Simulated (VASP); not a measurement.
Method: PBE GGA, VASP's PBE PAW potentials (set 64) (plane waves; VASP).

VASP input:

**POSCAR**
```
Rh
1
   -0.0000000000     1.9152357911     1.9152357911
    1.9152357911    -0.0000000000     1.9152357911
    1.9152357911     1.9152357911    -0.0000000000
Rh
1
Direct
  0.0000000000   0.0000000000   0.0000000000
```

KPOINTS:
```
K-points
0
Gamma
16 16 16
```

INCAR:
```
SYSTEM = Rh
PREC = Accurate
ENCUT = 500
EDIFF = 1E-6
NELM = 100
ALGO = Normal
LREAL = .FALSE.
LASPH = .TRUE.
ISMEAR = 1
SIGMA = 0.1
GGA = PE
LMAXMIX = 4
LWAVE = .FALSE.
LCHARG = .FALSE.
IBRION = 2
ISIF = 3
NSW = 40
EDIFFG = -0.02
```

POTCAR, in this order: Rh_pv (PBE.64 set). Program: vasp_std.

What VASP printed:

OSZICAR:
```
       N       E                     dE             d eps       ncg     rms          rms(c)
DAV:   1     0.113738412835E+03    0.11374E+03   -0.92186E+03  3201   0.141E+03
DAV:   2    -0.617399284723E+01   -0.11991E+03   -0.11495E+03  3283   0.383E+02
DAV:   3    -0.774791229435E+01   -0.15739E+01   -0.15617E+01  3658   0.496E+01
DAV:   4    -0.775773416558E+01   -0.98219E-02   -0.98208E-02  3532   0.407E+00
DAV:   5    -0.775789528812E+01   -0.16112E-03   -0.16112E-03  3602   0.480E-01    0.960E+00
DAV:   6    -0.727613191880E+01    0.48176E+00   -0.11773E+00  3337   0.160E+01    0.330E+00
DAV:   7    -0.726114702276E+01    0.14985E-01   -0.19313E-02  3550   0.176E+00    0.163E+00
DAV:   8    -0.725774579644E+01    0.34012E-02   -0.31885E-03  3316   0.896E-01    0.166E-01
DAV:   9    -0.725764487049E+01    0.10093E-03   -0.83172E-05  3715   0.149E-01    0.157E-02
DAV:  10    -0.725764871719E+01   -0.38467E-05   -0.35344E-06  3454   0.276E-02    0.225E-03
DAV:  11    -0.725764874084E+01   -0.23653E-07   -0.23132E-07  1868   0.700E-03
   1 F= -.72576487E+01 E0= -.72575594E+01  d E =-.725765E+01
```

**OUTCAR**
```
------------------------ aborting loop because EDIFF is reached ----------------------------------------
  FORCE on cell =-STRESS in cart. coord.  units (eV):
  Direction    XX          YY          ZZ          XY          YZ          ZX
  --------------------------------------------------------------------------------------
  Total       -0.0022874     -0.0022874     -0.0022874      0.0000000      0.0000000      0.0000000
  in kB       -0.2608328     -0.2608328     -0.2608328      0.0000000      0.0000000      0.0000000
  external PRESSURE =      -0.2608328 kB  Pullay stress =       0.0000000 kB
  volume of cell :       14.05
      direct lattice vectors                 reciprocal lattice vectors
     0.000000000  1.915235791  1.915235791    -0.261064461  0.261064461  0.261064461
     1.915235791  0.000000000  1.915235791     0.261064461 -0.261064461  0.261064461
     1.915235791  1.915235791  0.000000000     0.261064461  0.261064461 -0.261064461
 POSITION                                       TOTAL-FORCE (eV/Angst)
 -----------------------------------------------------------------------------------
      0.00000      0.00000      0.00000        -0.000000      0.000000     -0.000000
 -----------------------------------------------------------------------------------
    total drift:                               -0.000000     -0.000000     -0.000000
  FREE ENERGIE OF THE ION-ELECTRON SYSTEM (eV)
  ---------------------------------------------------
  free  energy   TOTEN  =        -7.2576487408 eV

  energy  without entropy=       -7.2573805904  energy(sigma->0) =       -7.25755936

 reached required accuracy - stopping structural energy minimisation
```
(Selected blocks of OUTCAR.)

The compound is Rh in the fcc structure. It was relaxed first.
